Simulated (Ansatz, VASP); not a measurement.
## Cross-check of Si3N4 between VASP and Ansatz

One calculation is typed for both programs; each brings its own data sets. How far apart do they land? The cell is taken from a series of runs on this material, whose earlier steps may have relaxed, scaled, displaced or heated it; both programs get it as it stands.

Main program and level: Ansatz 0.2.0; plane waves, with VASP 6.6.1 beside it; G0W0 gap at PBE.

## (1) Set-up

The structure is cubic, space group Fd-3m (No. 227). Conventional cell: a = 7.789 Å, b = 7.789 Å, c = 7.789 Å, α = 90.00°, β = 90.00°, γ = 90.00°. Nearest to Si lie 6 N at 1.89 Å. Nearest to Si lie 4 N at 1.79 Å. N has 4 Si at 1.79 to 1.89 Å nearest. Farther neighbours and most contacts between anions are not listed.

As a file:

```
Si N
1.0
     0.00000    3.89462    3.89462
     3.89462    0.00000    3.89462
     3.89462    3.89462    0.00000
Si N
6 8
Direct
  0.12500 0.12500 0.62500
  0.12500 0.62500 0.12500
  0.62500 0.12500 0.12500
  0.12500 0.12500 0.12500
  0.75000 0.75000 0.75000
  0.50000 0.50000 0.50000
  0.36754 0.36754 0.36754
  0.35263 0.88246 0.88246
  0.88246 0.88246 0.35263
  0.88246 0.35263 0.88246
  0.36754 0.36754 0.89737
  0.36754 0.89737 0.36754
  0.88246 0.88246 0.88246
  0.89737 0.36754 0.36754
```

## (2) VASP: G0W0 gap, PBE

Quasiparticle shifts depend on high empty states and on the cores, so they are the hardest test of two PAW sets.

Lines of VASP's logs that name or quote its potential files are left out, and so is its time.

The run reads the wave functions of an earlier VASP run, which isn't shown here.

Input file INCAR:

```
SYSTEM = Si3N4
PREC = Accurate
ENCUT = 450
ISMEAR = 0
SIGMA = 0.01
LREAL = .FALSE.
GGA = PE
NBANDS = 284
ALGO = EVGW0
NELMGW = 1
ENCUTGW = 96
NOMEGA = 64
PRECFOCK = Fast
NBANDSGW = 40
LWAVE = .FALSE.
LCHARG = .FALSE.
```

Input file POSCAR:

```
Si3N4
1.0
    0.0000000000      3.8946186590      3.8946186590
    3.8946186590      0.0000000000      3.8946186590
    3.8946186590      3.8946186590      0.0000000000
Si N
6 8
Direct
    0.1250000000      0.1250000000      0.6250000000
    0.1250000000      0.6250000000      0.1250000000
    0.6250000000      0.1250000000      0.1250000000
    0.1250000000      0.1250000000      0.1250000000
    0.7500000000      0.7500000000      0.7500000000
    0.5000000000      0.5000000000      0.5000000000
    0.3675422912      0.3675422912      0.3675422912
    0.3526268735      0.8824577088      0.8824577088
    0.8824577088      0.8824577088      0.3526268735
    0.8824577088      0.3526268735      0.8824577088
    0.3675422912      0.3675422912      0.8973731265
    0.3675422912      0.8973731265      0.3675422912
    0.8824577088      0.8824577088      0.8824577088
    0.8973731265      0.3675422912      0.3675422912
```

Input file KPOINTS:

```
Automatic mesh
0
Gamma
4 4 4
0 0 0
```

Potentials, in the order of the species: Si_GW and N_GW (PBE family, release 64).

Run with:

```
export OMP_NUM_THREADS=4
mpirun -np 1 vasp_std
```

Numbers of over 12 decimals in the logs are rounded to 6 here.

The log of the run:

```text
[banner, memory and clock lines left out]
running    1 mpi-ranks, on    1 nodes
 distrk:  each k-point on    1 cores,    1 groups
 distr:  one band on    1 cores,    1 groups
 Offloading initialized ...    1 GPUs detected
 POSCAR found type information on POSCAR SiN
 POSCAR found :  2 types and      14 ions
|                                                                             |
|           W    W    AA    RRRRR   N    N  II  N    N   GGGG   !!!           |
|           W    W   A  A   R    R  NN   N  II  NN   N  G    G  !!!           |
|           W    W  A    A  R    R  N N  N  II  N N  N  G       !!!           |
|           W WW W  AAAAAA  RRRRR   N  N N  II  N  N N  G  GGG   !            |
|           WW  WW  A    A  R   R   N   NN  II  N   NN  G    G                |
|           W    W  A    A  R    R  N    N  II  N    N   GGGG   !!!           |
|                                                                             |
|     The default for ENCUTGWSOFT is different in this version of VASP.       |
|     please manually set ENCUTGWSOFT =96 in the INCAR file.                  |
|                                                                             |

 LDA part: xc-table for (Slater+PW92), standard interpolation
 found WAVECAR, reading the header
 POSCAR, INCAR and KPOINTS ok, starting setup
 FFT: planning ... GRIDC
 FFT: planning ... GRID_SOFT
 FFT: planning ... GRID
 reading WAVECAR
 the WAVECAR file was read successfully
 initial charge from wavefunction
 available memory per node:   1612.09 GB, setting MAXMEM to   1650782

 The Fermi energy was updated, please check that it is located mid-gap
 values below the HOMO (VB) or above the LUMO (CB) will cause erroneous energies
 E-fermi :  10.3602

 calculate exact exchange contribution
 the WAVEDER file was read successfully
energies w=
    0.000    0.000    0.659    0.000    1.317    0.000    1.971    0.000
    2.622    0.000    3.266    0.000    3.904    0.000    4.535    0.000
    5.158    0.000    5.773    0.000    6.379    0.000    6.977    0.000
    7.566    0.000    8.148    0.000    8.722    0.000    9.289    0.000
    9.851    0.000   10.408    0.000   10.960    0.000   11.509    0.000
   12.057    0.000   12.603    0.000   13.150    0.000   13.698    0.000
   14.249    0.000   14.805    0.000   15.366    0.000   15.935    0.000
   16.514    0.000   17.103    0.000   17.706    0.000   18.324    0.000
   18.960    0.000   19.617    0.000   20.297    0.000   21.004    0.000
   21.742    0.000   22.515    0.000   23.329    0.000   24.187    0.000
   25.099    0.000   26.070    0.000   27.110    0.000   28.228    0.000
   29.440    0.000   30.757    0.000   32.201    0.000   33.792    0.000
   35.557    0.000   37.532    0.000   39.760    0.000   42.296    0.000
   45.212    0.000   48.606    0.000   52.608    0.000   57.399    0.000
   63.240    0.000   70.516    0.000   79.828    0.000   92.154    0.000
  109.222    0.000  134.375    0.000  175.053    0.000  251.836    0.000
 responsefunction array rank=     259
 LDA part: xc-table for (Slater+PW92), standard interpolation

 min. memory requirement per mpi rank   1259.1 MB, per node   1259.1 MB

 allocating  64 responsefunctions rank=   259
 shmem allocating  64 responsefunctions rank=   259
 response function shared by NCSHMEM nodes    1
 Doing            64  frequencies on each core in blocks of            64
NQ=   1    0.0000    0.0000    0.0000,
|.........|.........|.........|.........|.........|.........|.........|.........
 performed       1213000 updates of chi_q(r,r)
 total number of BLAS operations        651.46 Gflops
NQ=   2    0.2500    0.0000    0.0000,
|.........|.........|.........|.........|.........|.........|.........|.........
 performed       3063000 updates of chi_q(r,r)
 total number of BLAS operations       1644.32 Gflops
NQ=   3    0.5000    0.0000    0.0000,
|.........|.........|.........|.........|.........|.........|.........|.........
 performed       4731000 updates of chi_q(r,r)
 total number of BLAS operations       2425.97 Gflops
NQ=   4    0.2500    0.2500    0.0000,
|.........|.........|.........|.........|.........|.........|.........|.........
 performed       6581000 updates of chi_q(r,r)
 total number of BLAS operations       3411.17 Gflops
NQ=   5    0.5000    0.2500    0.0000,
|.........|.........|.........|.........|.........|.........|.........|.........
 performed       8930000 updates of chi_q(r,r)
 total number of BLAS operations       4614.52 Gflops
NQ=   6   -0.2500    0.2500    0.0000,
|.........|.........|.........|.........|.........|.........|.........|.........
 performed      11098000 updates of chi_q(r,r)
 total number of BLAS operations       5751.28 Gflops
NQ=   7    0.5000    0.5000    0.0000,
|.........|.........|.........|.........|.........|.........|.........|.........
 performed      12630000 updates of chi_q(r,r)
 total number of BLAS operations       6542.00 Gflops
NQ=   8   -0.2500    0.5000    0.2500,
|.........|.........|.........|.........|.........|.........|.........|.........
 performed      14434000 updates of chi_q(r,r)
 total number of BLAS operations       7458.83 Gflops
 resolving degeneracies of screened two electron integrals

 calculate QP shifts <psi_nk| G(iteration)W_0 |psi_nk>: iteration 1
 entering main loop
```

From OUTCAR (step 2):

```text
ion  position               nearest neighbor table
   1  0.125  0.125  0.625-   8 1.89  10 1.89  12 1.89  14 1.89  13 1.89   7 1.89   4 2.75   2 2.75
                             3 2.75   4 2.75   2 2.75   3 2.75
   2  0.125  0.625  0.125-   8 1.89   9 1.89  11 1.89  14 1.89  13 1.89   7 1.89   4 2.75   1 2.75
                             1 2.75   3 2.75   4 2.75   3 2.75
   3  0.625  0.125  0.125-   9 1.89  10 1.89  11 1.89  12 1.89   7 1.89  13 1.89   4 2.75   1 2.75
                             2 2.75   1 2.75   2 2.75   4 2.75
   4  0.125  0.125  0.125-   8 1.89   9 1.89  10 1.89  11 1.89  12 1.89  14 1.89   1 2.75   2 2.75
                             3 2.75   1 2.75   2 2.75   3 2.75
   5  0.750  0.750  0.750-  13 1.79   9 1.79  10 1.79   8 1.79
   6  0.500  0.500  0.500-   7 1.79  11 1.79  12 1.79  14 1.79
   7  0.368  0.368  0.368-   6 1.79   3 1.89   2 1.89   1 1.89
   8  0.353  0.882  0.882-   5 1.79   2 1.89   1 1.89   4 1.89
   9  0.882  0.882  0.353-   5 1.79   3 1.89   2 1.89   4 1.89
  10  0.882  0.353  0.882-   5 1.79   3 1.89   1 1.89   4 1.89
  11  0.368  0.368  0.897-   6 1.79   3 1.89   2 1.89   4 1.89
  12  0.368  0.897  0.368-   6 1.79   3 1.89   1 1.89   4 1.89
  13  0.882  0.882  0.882-   5 1.79   3 1.89   2 1.89   1 1.89
  14  0.897  0.368  0.368-   6 1.79   2 1.89   1 1.89   4 1.89

  LATTYP: Found a face centered cubic cell.
 ALAT       =     7.7892373180

 Subroutine GETGRP returns: Found 48 space group operations
 (whereof 24 operations were pure point group operations)

The static configuration has the point symmetry T_d .
 The point group associated with its full space group is O_h .

 Found      8 irreducible k-points:

   k-points           NKPTS =      8   k-points in BZ     NKDIM =     64   number of bands    NBANDS=    284

   dimension x,y,z NGX =    40 NGY =   40 NGZ =   40
   dimension x,y,z NGXF=    80 NGYF=   80 NGZF=   80

   ENCUT  =  450.0 eV  33.07 Ry    5.75 a.u.   9.53  9.53  9.53*2*pi/ulx,y,z

   NELECT =      64.0000    total number of electrons

  energy-cutoff  :      450.00
  volume of cell :      118.15
      direct lattice vectors                 reciprocal lattice vectors
     0.000000000  3.894618659  3.894618659    -0.128382274  0.128382274  0.128382274
     3.894618659  0.000000000  3.894618659     0.128382274 -0.128382274  0.128382274
     3.894618659  3.894618659  0.000000000     0.128382274  0.128382274 -0.128382274

 k-points in reciprocal lattice and weights: Automatic mesh
   0.00000000  0.00000000  0.00000000       0.016
   0.25000000  0.00000000  0.00000000       0.125
   0.50000000  0.00000000  0.00000000       0.063
   0.25000000  0.25000000  0.00000000       0.094
   0.50000000  0.25000000  0.00000000       0.375
  -0.25000000  0.25000000  0.00000000       0.188
   0.50000000  0.50000000  0.00000000       0.047
  -0.25000000  0.50000000  0.25000000       0.094

 E-fermi :  10.3602

 QP shifts <psi_nk| G(iteration)W_0 |psi_nk>: iteration 1
 for sc-GW calculations column KS-energies equals QP-energies in previous step
 and V_xc(KS)=  KS-energies - (<T + V_ion + V_H > + <T+V_H+V_ion>^1  + <V_x>^1)
 k-point   1 :       0.0000    0.0000    0.0000
  band No.  KS-energies  QP-energies   sigma(KS)   V_xc(KS)     V^pw_x(r,r')   Z            occupation Imag(sigma)
    ...
     29       8.5507       8.1249     -17.8535     -17.3211     -21.2311       0.7997       2.0000       0.0560
     30       8.6682       8.2788     -17.9831     -17.4972     -21.2874       0.8015       2.0000       0.0543
     31       8.6682       8.2788     -17.9831     -17.4972     -21.2874       0.8015       2.0000       0.0543
     32       8.6682       8.2788     -17.9831     -17.4972     -21.2874       0.8015       2.0000       0.0543
     33      12.0383      12.7426     -10.5891     -11.4345      -6.6294       0.8331       0.0000      -0.0583
     34      12.0383      12.7426     -10.5891     -11.4345      -6.6294       0.8331       0.0000      -0.0583
     35      12.0383      12.7426     -10.5891     -11.4345      -6.6294       0.8331       0.0000      -0.0583
     36      13.5773      14.5758     -11.5423     -12.7490      -7.2720       0.8275       0.0000      -0.0630
    ...

 k-point   2 :       0.2500    0.0000    0.0000
  band No.  KS-energies  QP-energies   sigma(KS)   V_xc(KS)     V^pw_x(r,r')   Z            occupation Imag(sigma)
    ...
     29       8.2193       7.7551     -17.7047     -17.1230     -21.0900       0.7981       2.0000       0.0571
     30       8.2662       7.7968     -17.6871     -17.0987     -21.0872       0.7977       2.0000       0.0571
     31       8.5706       8.1665     -17.9176     -17.4133     -21.2357       0.8012       2.0000       0.0548
     32       8.5706       8.1665     -17.9176     -17.4133     -21.2357       0.8012       2.0000       0.0548
     33      12.7820      13.5531     -10.7266     -11.6550      -6.6312       0.8306       0.0000      -0.0609
     34      13.0385      13.8077     -10.8025     -11.7308      -6.7217       0.8287       0.0000      -0.0613
     35      13.0385      13.8077     -10.8025     -11.7308      -6.7217       0.8287       0.0000      -0.0613
     36      14.6650      15.7510     -11.9505     -13.2745      -7.5647       0.8202       0.0000      -0.0679
    ...

 k-point   3 :       0.5000    0.0000    0.0000
  band No.  KS-energies  QP-energies   sigma(KS)   V_xc(KS)     V^pw_x(r,r')   Z            occupation Imag(sigma)
    ...
     29       8.2366       7.7859     -17.8000     -17.2363     -21.1631       0.7995       2.0000       0.0564
     30       8.2366       7.7859     -17.8000     -17.2363     -21.1631       0.7995       2.0000       0.0564
     31       8.3749       7.9406     -17.7693     -17.2256     -21.1174       0.7986       2.0000       0.0561
     32       8.3749       7.9406     -17.7693     -17.2256     -21.1174       0.7986       2.0000       0.0561
     33      13.6219      14.4533     -10.7676     -11.7724      -6.4697       0.8274       0.0000      -0.0652
     34      14.4626      15.2115     -10.3471     -11.2562      -5.8824       0.8237       0.0000      -0.0708
     35      14.4626      15.2115     -10.3471     -11.2562      -5.8824       0.8237       0.0000      -0.0708
     36      14.9311      15.9472     -11.1778     -12.4116      -6.6999       0.8236       0.0000      -0.0684
    ...

 k-point   4 :       0.2500    0.2500    0.0000
  band No.  KS-energies  QP-energies   sigma(KS)   V_xc(KS)     V^pw_x(r,r')   Z            occupation Imag(sigma)
    ...
     29       8.1272       7.6515     -17.6928     -17.0969     -21.1058       0.7983       2.0000       0.0577
     30       8.1454       7.6731     -17.6726     -17.0819     -21.0352       0.7997       2.0000       0.0570
     31       8.1454       7.6731     -17.6726     -17.0819     -21.0352       0.7997       2.0000       0.0570
     32       8.4552       8.0146     -17.7769     -17.2251     -21.1497       0.7986       2.0000       0.0562
     33      13.0735      13.8449     -10.6222     -11.5525      -6.4544       0.8292       0.0000      -0.0624
     34      13.6348      14.4919     -11.3476     -12.3872      -7.2907       0.8245       0.0000      -0.0627
     35      13.6348      14.4919     -11.3476     -12.3872      -7.2907       0.8245       0.0000      -0.0627
     36      14.6717      15.7054     -11.5338     -12.7895      -7.1225       0.8231       0.0000      -0.0674
    ...

[... 4 further parts left out ...]
```

(Continued in part 2 of 2.)

[Lines on the potential files, build, host, timing and source positions are cut from VASP's logs without a mark.]

[Logs are printed without paths, hosts, clocks, repeated set-up lines and the standing remarks that a program may print on its own settings, such as how far it seeks lower states.]

[Hosts, paths, dates, database ids (printed as entryN), source tags and the programs' standing remarks are cut or masked in the printed files.]
